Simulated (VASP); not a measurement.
Level of theory: PBEsol GGA, VASP's PBE PAW potentials (set 64) (plane waves; VASP).

VASP input:

KPOINTS:
```
Regular mesh
0
G
 6 6 6
```

**POSCAR**
```
KZnF3
1
    3.9256741589     0.0000000000     0.0000000000
    0.0000000000     3.9256741589     0.0000000000
    0.0000000000     0.0000000000     3.9256741589
K Zn F
1 1 3
Direct
  0.0000000000   0.0000000000   0.0000000000
  0.5000000000   0.5000000000   0.5000000000
  0.5000000000   0.0000000000   0.5000000000
  0.0000000000   0.5000000000   0.5000000000
  0.5000000000   0.5000000000   0.0000000000
```

### INCAR
```
LWAVE  =  .FALSE.
NSW  =  40   ! most ionic steps
EDIFF  =  1E-6   ! SCF stop (eV)
ISMEAR  =  0   ! Gaussian
LMAXMIX  =  4   ! l cut-off of mixed one-centre charges
LASPH  =  .TRUE.
PSTRESS  =  200
EDIFFG  =  -0.02   ! ionic stop
IBRION  =  2
PREC  =  Accurate
LREAL  =  .FALSE.   ! projection in real space or not
GGA  =  PS
LCHARG  =  .FALSE.
NELM  =  100   ! most electronic steps
ENCUT  =  620   ! plane-wave cut-off (eV)
ALGO  =  Normal
SYSTEM  =  KZnF3
ISIF  =  3
SIGMA  =  0.05
```

POTCAR, in this order: K_sv Zn F (PBE.64 set). Program: vasp_std.

Energy and stress use the plane-wave basis of the starting cell.

### Question
Estimate the energy per atom (σ→0), volume per atom, band gap (on the k-mesh).

### Answer

| Quantity | Result |
|---|---|
| energy per atom (σ→0) | -4.157 eV/atom |
| band gap (on the k-mesh) | 4.07 eV |
| volume per atom | 11.30 Å³/atom |

**OSZICAR**
```
...
DAV:   4    -0.207857536067E+02    0.10661E-01   -0.37216E-02  1637   0.231E+00    0.729E-01
DAV:   5    -0.207849840773E+02    0.76953E-03   -0.41852E-03  1560   0.643E-01    0.129E-01
DAV:   6    -0.207848867599E+02    0.97317E-04   -0.63929E-04  1667   0.108E+00    0.350E-02
DAV:   7    -0.207848836690E+02    0.30909E-05   -0.94804E-05  1463   0.114E-01    0.198E-02
DAV:   8    -0.207848803642E+02    0.33048E-05   -0.23717E-05  1534   0.145E-01    0.797E-03
DAV:   9    -0.207848789474E+02    0.14167E-05   -0.46832E-06  1126   0.685E-02    0.195E-03
DAV:  10    -0.207848791367E+02   -0.18931E-06   -0.15413E-06   661   0.119E-02
   3 F= -.13732520E+02 E0= -.13732520E+02  d E =-.131995E+00
```

The compound is KZnF3 in the cubic perovskite structure. This run relaxes it under an external pressure of 20 GPa. Symmetry was kept, so distortions that lower it aren't found.
